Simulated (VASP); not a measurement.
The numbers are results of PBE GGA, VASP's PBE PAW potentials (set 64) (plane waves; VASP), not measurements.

A VASP calculation is set up with these files.

File KPOINTS:
```
Automatic mesh
0
Gamma
15 15 9
0 0 0
```

**POSCAR**
```
Ru
1.0
  1.3590611114  -2.3539630527   0.0000000000
  1.3590611114   2.3539630527   0.0000000000
  0.0000000000   0.0000000000   4.3006306238
Ru
2
Cart
  1.3590611114   0.7846559202   1.0751576560
  1.3590611114  -0.7846559202   3.2254729679
```

**INCAR**
```
# general
SYSTEM  = Ru
PREC    = Accurate
ENCUT   = 500
LREAL   = .False.
LASPH   = .True.

# electronic loop
EDIFF   = 1E-6
NELM    = 100
ALGO    = Normal
LMAXMIX = 4

# smearing
ISMEAR  = 1
SIGMA   = 0.1

# functional
GGA     = PE

# ions
IBRION  = 2
NSW     = 40
ISIF    = 3
EDIFFG  = -0.02

# output
LWAVE   = .False.
LCHARG  = .False.
```

POTCAR, in this order: Ru_pv (PBE.64 set). Program: vasp_std.

Q: Estimate the energy per atom (σ→0), band gap (on the k-mesh).

A: 
```json
{
  "energy per atom (σ→0)": "-9.236 eV/atom",
  "band gap (on the k-mesh)": "none (metal, semimetal or under 0.01 eV)"
}
```

OSZICAR:
```
...
DAV:   6    -0.185624570913E+02    0.12701E+01   -0.35475E+00  4912   0.195E+01    0.440E+00
DAV:   7    -0.184807254037E+02    0.81732E-01   -0.25290E-01  4992   0.473E+00    0.107E+00
DAV:   8    -0.184723959541E+02    0.83294E-02   -0.66953E-03  5044   0.957E-01    0.119E-01
DAV:   9    -0.184724659618E+02   -0.70008E-04   -0.47654E-04  6358   0.230E-01    0.479E-02
DAV:  10    -0.184724764338E+02   -0.10472E-04   -0.16397E-05  5238   0.425E-02    0.720E-03
DAV:  11    -0.184724792163E+02   -0.27826E-05   -0.99490E-07  3152   0.103E-02    0.334E-03
DAV:  12    -0.184724786231E+02    0.59323E-06   -0.11750E-07  2490   0.334E-03
   1 F= -.18472479E+02 E0= -.18472015E+02  d E =-.184725E+02
```

The compound is Ru in the hcp structure. It was relaxed first.
